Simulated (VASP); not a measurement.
Ta3AsAu2O13, 19 atoms in the cell. It takes space group Cm (No. 8, monoclinic). The conventional cell has a = 13.601 Å, b = 3.843 Å, c = 10.515 Å, α = 90.00°, β = 99.65°, γ = 90.00°. Ta (site symmetry m) has 4 O at 1.84 to 1.97 Å as nearest neighbours. Ta (site symmetry m) is surrounded by 5 O at 1.82 to 2.06 Å. Ta (site symmetry m) has 5 O at 1.83 to 2.10 Å as nearest neighbours. As (site symmetry m) has 3 O at 1.70 to 1.95 Å as nearest neighbours. Around Au (site symmetry m) lie 4 O at 1.98 to 2.05 Å. Au (site symmetry m) is surrounded by 4 O at 1.93 to 2.06 Å. O (site symmetry m) is surrounded by 2 Ta at 1.84 to 2.06 Å. Around O (site symmetry m) lie 1 Ta at 1.90 Å and 1 Au at 1.98 Å. The cell was built by a generator and needn't be a form met in nature.

```yaml
Program: VASP 6.6.1
Task: relaxation of cell and atoms
Functional: PBEsol
Potentials_or_basis: VASP PAW PBE potentials, release 64 (Ta_pv, As, Au, O)
Cutoff: 600 eV
k_mesh: 7 × 7 × 3
Occupations: fermi-dirac, width 0.05 eV
Spin: no spin polarisation
Further_INCAR_settings: ALGO = Normal; EDIFF = 1e-06; IBRION = 2; EDIFFG = -0.01; NSW = 60; ISIF = 3
```

Potentials or basis: VASP PAW PBE potentials, release 64 (Ta_pv, As, Au, O).

The run is started by

```bash
$ cat potpaw_PBE.64/Ta_pv/POTCAR potpaw_PBE.64/As/POTCAR potpaw_PBE.64/Au/POTCAR potpaw_PBE.64/O/POTCAR > POTCAR
$ mpirun -np 4 vasp_std > vasp.out
```

Hardware: 4 MPI ranks on AMD EPYC 9R45 96-Core Processor (Zen 5), on a shared host.

Question: How long does it take, and how much memory?

Answer: Run time: 94 min on 4 MPI ranks on AMD EPYC 9R45 96-Core Processor (Zen 5), on a shared host, peak memory 1.3 GiB a rank. Counts: scf iterations 246, k points 44, ion steps 40.
